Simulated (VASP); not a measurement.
## What goes wrong when Si2W is relaxed with a bad input

Some relaxations of Si2W get a fault in the input on purpose. Which of them show, and how? The starting structure is a measured crystal structure from the Crystallography Open Database. The first relaxation on each setting starts from this cell expanded by 3 % in volume.

Program: VASP 6.6.1. Level of theory: Kohn-Sham DFT with plane waves and PAW; PBEsol. Results are calculated unless marked as measured.

### Step 1. The starting structure

Symmetry: I4/mmm, No. 139, tetragonal system. Conventional cell: a = 3.214 Å, b = 3.214 Å, c = 7.830 Å, α = 90.00°, β = 90.00°, γ = 90.00°. W has 10 Si at 2.62 Å nearest. Si has 5 Si at 2.59 to 2.63 Å and 5 W at 2.62 Å nearest. Farther neighbours are not listed.

Structure file:

```xyz
3
Lattice="-1.6069 1.6069 3.9150 1.6069 -1.6069 3.9150 1.6069 1.6069 -3.9150" Properties=species:S:1:pos:R:3 pbc="T T T"
W     0.0000    0.0000    0.0000
Si    0.0000    0.0000    5.2092
Si    0.0000    0.0000    2.6207
```

### Step 2. Reference relaxation

This run starts from the cell of an earlier relaxation, which isn't shown; the restart sets up the plane waves anew.

The input, INCAR:

```
SYSTEM = Si2W
PREC = Accurate
ENCUT = 450
EDIFF = 1E-06
NELM = 100
ISMEAR = 0
SIGMA = 0.05
LREAL = .FALSE.
ALGO = Normal
GGA = PS
NBANDS = 13
LASPH = .TRUE.
LORBIT = 11
LWAVE = .FALSE.
LCHARG = .FALSE.
KPAR = 8
IBRION = 2
NSW = 50
ISIF = 3
EDIFFG = -0.006
```

The input, POSCAR:

```
Si2W
1.0
   -1.6009609887      1.6009609887      3.9062524737
    1.6009609887     -1.6009609887      3.9062524737
    1.6009609887      1.6009609887     -3.9062524737
W Si
1 2
Direct
    0.0000000000      0.0000000000      0.0000000000
    0.6654033360      0.6654033360      0.0000000000
    0.3345966640      0.3345966640      0.0000000000
```

The input, KPOINTS:

```
Automatic mesh
0
Gamma
14 14 14
0 0 0
```

PAW data sets: W and Si (PBE family, release 64).

On the command line:

```bash
> mpirun -np 8 vasp_std
```

Output:

```text
[banner, memory and clock lines left out]
running    8 mpi-ranks, on    1 nodes
 distrk:  each k-point on    1 cores,    8 groups
 distr:  one band on    1 cores,    1 groups

 POSCAR found type information on POSCAR W Si
 POSCAR found :  2 types and       3 ions
|                                                                             |
|           W    W    AA    RRRRR   N    N  II  N    N   GGGG   !!!           |
|           W    W   A  A   R    R  NN   N  II  NN   N  G    G  !!!           |
|           W    W  A    A  R    R  N N  N  II  N N  N  G       !!!           |
|           W WW W  AAAAAA  RRRRR   N  N N  II  N  N N  G  GGG   !            |
|           WW  WW  A    A  R   R   N   NN  II  N   NN  G    G                |
|           W    W  A    A  R    R  N    N  II  N    N   GGGG   !!!           |
|                                                                             |
|     For optimal performance we recommend to set                             |
|       NCORE = 2 up to number-of-cores-per-socket                            |
|     NCORE specifies how many cores store one orbital (NPAR=cpu/NCORE).      |
|     This setting can greatly improve the performance of VASP for DFT.       |
|     The default, NCORE=1 might be grossly inefficient on modern             |
|     multi-core architectures or massively parallel machines. Do your        |
|     Unfortunately you need to use the default for GW and RPA                |
|     calculations (for HF NCORE is supported but not extensively tested      |
|     yet).                                                                   |
|                                                                             |

|                                                                             |
|               ----> ADVICE to this user running VASP <----                  |
|                                                                             |
|     You enforced a specific xc type in the INCAR file but a different       |
|     [... a line on the potential file left out ...]
|     I HOPE YOU KNOW WHAT YOU ARE DOING!                                     |
|                                                                             |

 LDA part: xc-table for (Slater+PW92), standard interpolation
 POSCAR, INCAR and KPOINTS ok, starting setup
 FFT: planning ... GRIDC
 FFT: planning ... GRID_SOFT
 FFT: planning ... GRID
 WAVECAR not read
 entering main loop
       N       E                     dE             d eps       ncg     rms          rms(c)
DAV:   1     0.208182767007E+02    0.20818E+02   -0.54926E+03  6464   0.828E+02
DAV:   2    -0.255718258556E+02   -0.46390E+02   -0.42436E+02  8047   0.174E+02
DAV:   3    -0.275876356586E+02   -0.20158E+01   -0.19492E+01  8662   0.295E+01
DAV:   4    -0.276134368833E+02   -0.25801E-01   -0.25777E-01  7387   0.376E+00
DAV:   5    -0.276138429805E+02   -0.40610E-03   -0.40597E-03  9043   0.410E-01    0.269E+01
DAV:   6    -0.268712334663E+02    0.74261E+00   -0.20816E+00  9342   0.902E+00    0.113E+01
DAV:   7    -0.267491397041E+02    0.12209E+00   -0.20596E-01  7189   0.302E+00    0.556E+00
DAV:   8    -0.267250538040E+02    0.24086E-01   -0.39561E-02  8247   0.141E+00    0.525E-01
DAV:   9    -0.267247427070E+02    0.31110E-03   -0.21650E-03  7586   0.314E-01    0.285E-01
DAV:  10    -0.267247065494E+02    0.36158E-04   -0.33222E-04  8037   0.116E-01    0.591E-02
DAV:  11    -0.267246895637E+02    0.16986E-04   -0.48538E-05  7846   0.487E-02    0.208E-02
DAV:  12    -0.267246897867E+02   -0.22301E-06   -0.15507E-06  5727   0.979E-03
   1 F= -.26724690E+02 E0= -.26724542E+02  d E =-.267247E+02
 curvature:   0.00 expect dE= 0.000E+00 dE for cont linesearch  0.000E+00
 trial: gam= 0.00000 g(F)=  0.136E-06 g(S)=  0.469E-06 ort = 0.000E+00 (trialstep = 0.100E+01)
 search vector abs. value=  0.605E-06
 reached required accuracy - stopping structural energy minimisation
```

Elapsed: 9 s, on 8 MPI ranks of Intel Xeon 6975P-C (Granite Rapids), shared host; peak memory 2.1 GiB.

The logs omit lines about the potential files and the build; timing stands in the text.

From OUTCAR (step 2):

```text
ion  position               nearest neighbor table
   1  0.000  0.000  0.000-   2 2.61   2 2.61   2 2.61   3 2.61   2 2.61   3 2.61   3 2.61   3 2.61
                             2 2.61   3 2.61
   2  0.665  0.665  0.000-   3 2.58   1 2.61   1 2.61   1 2.61   1 2.61   1 2.61   3 2.62   3 2.62
                             3 2.62   3 2.62
   3  0.335  0.335  0.000-   2 2.58   1 2.61   1 2.61   1 2.61   1 2.61   1 2.61   2 2.62   2 2.62
                             2 2.62   2 2.62

  LATTYP: Found a body centered tetragonal cell.
 ALAT       =     3.2019219774
 C/A-ratio  =     2.4399423229

 Subroutine GETGRP returns: Found 16 space group operations
 (whereof 16 operations were pure point group operations)

The static configuration has the point symmetry D_4h.

 Found    244 irreducible k-points:

   k-points           NKPTS =    244   k-points in BZ     NKDIM =    244   number of bands    NBANDS=     13

   dimension x,y,z NGX =    32 NGY =   32 NGZ =   32
   dimension x,y,z NGXF=    64 NGYF=   64 NGZF=   64

   ENCUT  =  450.0 eV  33.07 Ry    5.75 a.u.   7.81  7.81  7.81*2*pi/ulx,y,z

   NELECT =      14.0000    total number of electrons

 k-points in reciprocal lattice and weights: Automatic mesh
   0.00000000  0.00000000  0.00000000       0.000
   0.07142857  0.00000000  0.00000000       0.003
   0.14285714 -0.00000000  0.00000000       0.003
   0.21428571 -0.00000000  0.00000000       0.003
   0.28571429 -0.00000000  0.00000000       0.003
   0.35714286 -0.00000000  0.00000000       0.003
   0.42857143 -0.00000000  0.00000000       0.003
   0.50000000  0.00000000  0.00000000       0.001
   0.07142857  0.07142857  0.00000000       0.003
[...]
-0.42857143 -0.42857143  0.42857143       0.001
   0.50000000  0.50000000  0.50000000       0.000

 average (electrostatic) potential at core
       1 -34.5054       2 -78.9536       3 -78.9536

 E-fermi :  10.5670

 k-point     1 :       0.0000    0.0000    0.0000
  band No.  band energies     occupation
    ...
      2       3.6453      2.00000
      3       6.8334      2.00000
      4       7.1591      2.00000
      5       7.7034      2.00000
      6       7.7034      2.00000
      7      11.1783      0.00000
      8      13.4173      0.00000
      9      13.4847      0.00000
     10      13.7361      0.00000
     11      13.7361      0.00000
    ...

 k-point     2 :       0.0714    0.0000    0.0000
  band No.  band energies     occupation
    ...
      2       3.6545      2.00000
      3       6.5155      2.00000
      4       7.1631      2.00000
      5       7.7694      2.00000
      6       7.8355      2.00000
      7      10.7894      0.00000
      8      13.1260      0.00000
      9      13.3828      0.00000
     10      13.7822      0.00000
     11      14.1804      0.00000
    ...

 k-point     3 :       0.1429   -0.0000    0.0000
  band No.  band energies     occupation
    ...
      3       5.8969      2.00000
      4       7.1183      2.00000
      5       7.9596      2.00000
      6       8.0024      2.00000
      7      10.0647      2.00000
      8      12.4129      0.00000
      9      12.9825      0.00000
     10      14.4888      0.00000
     11      14.9108      0.00000
     12      15.5247      0.00000
    ...

  Total       -0.0025870     -0.0025870      0.0039699      0.0000000     -0.0000000      0.0000000
  in kB       -0.1034973     -0.1034973      0.1588193      0.0000000     -0.0000000      0.0000000
  external PRESSURE =      -0.0160585 kB  Pullay stress =       0.0000000 kB

  energy-cutoff  :      450.00
  volume of cell :       40.05
      direct lattice vectors                 reciprocal lattice vectors
    -1.600960989  1.600960989  3.906252474     0.000000000  0.312312420  0.127999919
     1.600960989 -1.600960989  3.906252474     0.312312420  0.000000000  0.127999919
     1.600960989  1.600960989 -3.906252474     0.312312420  0.312312420  0.000000000

 POSITION                                       TOTAL-FORCE (eV/Angst)
 -----------------------------------------------------------------------------------
      0.00000      0.00000      0.00000        -0.000000      0.000000     -0.000000
      0.00000      0.00000      5.19847        -0.000000     -0.000000      0.001189
      0.00000      0.00000      2.61404         0.000000      0.000000     -0.001189
 -----------------------------------------------------------------------------------
    total drift:                                0.000000     -0.000000      0.000000

  FREE ENERGIE OF THE ION-ELECTRON SYSTEM (eV)
  ---------------------------------------------------
  free  energy   TOTEN  =       -26.7246897867 eV

  energy  without entropy=      -26.7243951073  energy(sigma->0) =      -26.72454245

 reached required accuracy - stopping structural energy minimisation

 total charge
# of ion       s       p       d       tot
------------------------------------------
    1        0.562   0.684   4.541   5.787
    2        0.736   0.896   0.000   1.632
    3        0.736   0.896   0.000   1.632
--------------------------------------------------
tot          2.035   2.475   4.541   9.052

[... 3 further parts left out ...]
```

CONTCAR:

```
Si2W
   1.00000000000000
    -1.6009609887000000    1.6009609887000000    3.9062524736999999
     1.6009609887000000   -1.6009609887000000    3.9062524736999999
     1.6009609887000000    1.6009609887000000   -3.9062524736999999
  W               Si
     1     2
Direct
     0.0000000000000000    0.0000000000000000    0.0000000000000000
     0.6654033359999971    0.6654033359999971    0.0000000000000000
     0.3345966640000029    0.3345966640000029    0.0000000000000000
```

The PAW data sets were made with PBE, which is usual practice but a small mismatch for other functionals. The data set W keeps the semicore shell frozen, which is cheaper and a little less accurate. The run keeps the 16 symmetry operations of its start, so it cannot find a distortion of lower symmetry.

The reference relaxation ends at 13.349 Å³ an atom. Pressures at 0.985 and 1.015 times this volume, from two more relaxations that aren't shown, give a bulk modulus of 238.1 GPa.

### Step 3. Relaxation with too few ionic steps

A slip made on purpose: too few ionic steps. Against step 2 the input has NSW = 2 (also changed: NELM).

INCAR, as its differences from that of step 2:

```diff
@@ -4,3 +4,3 @@
 EDIFF = 1E-06
-NELM = 100
+NELM = 60
 ISMEAR = 0
@@ -17,3 +17,3 @@
 IBRION = 2
-NSW = 50
+NSW = 2
 ISIF = 3
```

The input, POSCAR:

```
Si2W
1.0
   -1.6228109358      1.6228109358      3.9537144022
    1.6228109358     -1.6228109358      3.9537144022
    1.6228109358      1.6228109358     -3.9537144022
W Si
1 2
Direct
    0.0000000000      0.0000000000      0.0000000000
    0.6653000000      0.6653000000      0.0000000000
    0.3347000000      0.3347000000      0.0000000000
```

KPOINTS is that of step 2.

On the command line:

```bash
> mpirun -np 8 vasp_std
```

Output:

```text
[banner, memory and clock lines left out]
running    8 mpi-ranks, on    1 nodes
[...]
[... a notice as in an earlier step ...]

 [... a notice as in an earlier step ...]

 LDA part: xc-table for (Slater+PW92), standard interpolation
 POSCAR, INCAR and KPOINTS ok, starting setup
[...]
entering main loop
       N       E                     dE             d eps       ncg     rms          rms(c)
DAV:   1     0.203260081412E+02    0.20326E+02   -0.54548E+03  6456   0.824E+02
DAV:   2    -0.255650408465E+02   -0.45891E+02   -0.42065E+02  7907   0.170E+02
DAV:   3    -0.275863725435E+02   -0.20213E+01   -0.19672E+01  8729   0.296E+01
DAV:   4    -0.276140222874E+02   -0.27650E-01   -0.27611E-01  7411   0.390E+00
[...]
DAV:  10    -0.266802004032E+02    0.39844E-04   -0.38421E-04  8105   0.125E-01    0.484E-02
DAV:  11    -0.266801819060E+02    0.18497E-04   -0.61392E-05  8051   0.545E-02    0.216E-02
DAV:  12    -0.266801822261E+02   -0.32007E-06   -0.21201E-06  6642   0.112E-02
   1 F= -.26680182E+02 E0= -.26680061E+02  d E =-.266802E+02
[...]
N       E                     dE             d eps       ncg     rms          rms(c)
DAV:   1    -0.266945430861E+02   -0.14361E-01   -0.63752E+00  6634   0.180E+01    0.816E+00
DAV:   2    -0.265857084510E+02    0.10883E+00   -0.19842E-01  7862   0.340E+00    0.333E+00
DAV:   3    -0.265603991580E+02    0.25309E-01   -0.27176E-02  7299   0.112E+00    0.109E+00
DAV:   4    -0.265566669656E+02    0.37322E-02   -0.50237E-03  7945   0.446E-01    0.189E-01
DAV:   5    -0.265566934903E+02   -0.26525E-04   -0.13411E-04  7981   0.923E-02    0.936E-02
DAV:   6    -0.265566842768E+02    0.92135E-05   -0.11136E-04  7302   0.577E-02    0.206E-02
DAV:   7    -0.265566811007E+02    0.31761E-05   -0.91546E-06  7907   0.214E-02    0.129E-02
DAV:   8    -0.265566810542E+02    0.46565E-07   -0.25158E-07  4060   0.401E-03
   2 F= -.26556681E+02 E0= -.26556508E+02  d E =0.123501E+00
 trial-energy change:    0.123501  1 .order    0.138397   -0.245289    0.522084
 step:   0.3460(harm=  0.3196)  dis= 0.00146  next Energy=   -26.723235 (dE=-0.431E-01)
```

It took 17 s on 8 MPI ranks; peak memory 2.2 GiB.

OUTCAR, selected parts (step 3):

```text
  Total        4.3955159      4.3955159      5.5080235      0.0000000     -0.0000000      0.0000000
  in kB      188.8633274    188.8633274    236.6647439      0.0000000     -0.0000000      0.0000000
  external PRESSURE =     204.7971329 kB  Pullay stress =       0.0000000 kB

 POSITION                                       TOTAL-FORCE (eV/Angst)
 -----------------------------------------------------------------------------------
      1.56526      1.56526      3.80486        -0.000000     -0.000000      0.000000
      0.00000      0.00000      5.05870        -0.000000     -0.000000      0.351406
      0.00000      0.00000      2.55103         0.000000      0.000000     -0.351406
 -----------------------------------------------------------------------------------
    total drift:                               -0.000000     -0.000000      0.000000

  FREE ENERGIE OF THE ION-ELECTRON SYSTEM (eV)
  ---------------------------------------------------
  free  energy   TOTEN  =       -26.5566810542 eV

  energy  without entropy=      -26.5563355211  energy(sigma->0) =      -26.55650829

[... 1 part as in an earlier step ...]

[... 2 further parts left out ...]
[key lines of the parts left out:]
E-fermi :  11.5328
```

The relaxation used up its 2 ionic steps (NSW) before forces and stress met EDIFFG.

### Step 4. Relaxation with a cutoff far too low

A slip made on purpose: a cutoff far too low. Against step 2 the input has PREC = Normal and ENCUT = 130 (also changed: NELM).

INCAR, as its differences from that of step 3:

```diff
@@ -1,4 +1,4 @@
 SYSTEM = Si2W
-PREC = Accurate
-ENCUT = 450
+PREC = Normal
+ENCUT = 130
 EDIFF = 1E-06
@@ -17,3 +17,3 @@
 IBRION = 2
-NSW = 2
+NSW = 50
 ISIF = 3
```

POSCAR is that of step 3.

KPOINTS is that of step 3.

On the command line:

```bash
> mpirun -np 8 vasp_std
```

Output:

```text
[... set-up lines as in an earlier step ...]
 entering main loop
       N       E                     dE             d eps       ncg     rms          rms(c)
DAV:   1    -0.167415270879E+02   -0.16742E+02   -0.24571E+03  7895   0.277E+02
DAV:   2    -0.289624074007E+02   -0.12221E+02   -0.11534E+02  8418   0.614E+01
DAV:   3    -0.291952927232E+02   -0.23289E+00   -0.23145E+00  7562   0.725E+00
DAV:   4    -0.291961045605E+02   -0.81184E-03   -0.81167E-03  7925   0.472E-01
[...]
DAV:  10    -0.275073973698E+02    0.14938E-03   -0.48024E-04  7789   0.111E-01    0.400E-02
DAV:  11    -0.275073921380E+02    0.52319E-05   -0.28792E-05  7389   0.311E-02    0.791E-03
DAV:  12    -0.275073927092E+02   -0.57122E-06   -0.21265E-06  6122   0.889E-03
   1 F= -.27507393E+02 E0= -.27507293E+02  d E =-.275074E+02
[... from here on, the cycles between the ionic steps are left out ...]
   2 F= -.16985726E+02 E0= -.16985634E+02  d E =0.105217E+02
   3 F= -.28181781E+02 E0= -.28181612E+02  d E =-.674388E+00
   4 F= -.28203901E+02 E0= -.28203713E+02  d E =-.696508E+00
   5 F= -.28206696E+02 E0= -.28206498E+02  d E =-.699303E+00
   6 F= -.28210714E+02 E0= -.28210374E+02  d E =-.401769E-02
   7 F= -.28212949E+02 E0= -.28212636E+02  d E =-.625318E-02
   8 F= -.28213418E+02 E0= -.28213098E+02  d E =-.469119E-03
   9 F= -.28213482E+02 E0= -.28213163E+02  d E =-.532947E-03
[...]
reached required accuracy - stopping structural energy minimisation
```

The job ended after 11 s (8 MPI ranks; peak memory 0.92 GiB).

Parts of OUTCAR (step 4):

```text
  Total       -0.0113367     -0.0113367     -0.0032771      0.0000000      0.0000000      0.0000000
  in kB       -0.4956934     -0.4956934     -0.1432911      0.0000000      0.0000000      0.0000000
  external PRESSURE =      -0.3782260 kB  Pullay stress =       0.0000000 kB

 POSITION                                       TOTAL-FORCE (eV/Angst)
 -----------------------------------------------------------------------------------
      0.00000      0.00000     -0.00000        -0.000000     -0.000000      0.000000
      0.00000      0.00000      5.08243         0.000000      0.000000      0.001280
      0.00000      0.00000      2.54055        -0.000000     -0.000000     -0.001280
 -----------------------------------------------------------------------------------
    total drift:                               -0.000000     -0.000000     -0.000000

  FREE ENERGIE OF THE ION-ELECTRON SYSTEM (eV)
  ---------------------------------------------------
  free  energy   TOTEN  =       -28.2134820722 eV

  energy  without entropy=      -28.2128446464  energy(sigma->0) =      -28.21316336

[... 2 parts as in an earlier step ...]

[... 2 further parts left out ...]
[key lines of the parts left out:]
E-fermi :  11.9029
```

Logs of long relaxations may skip ionic steps without a mark.

With a cutoff far too low the cell ends at 12.214 Å³ an atom, -8.50 % from the reference.

(Part 1 of 2 ends here.)

[Lines on the potential files, build, host, timing and source positions are cut from VASP's logs without a mark.]

[Logs are printed without paths, hosts, clocks, repeated set-up lines and the standing remarks that a program may print on its own settings, such as how far it seeks lower states.]

[Hosts, paths, dates, database ids (printed as entryN), source tags and the programs' standing remarks are cut or masked in the printed files.]
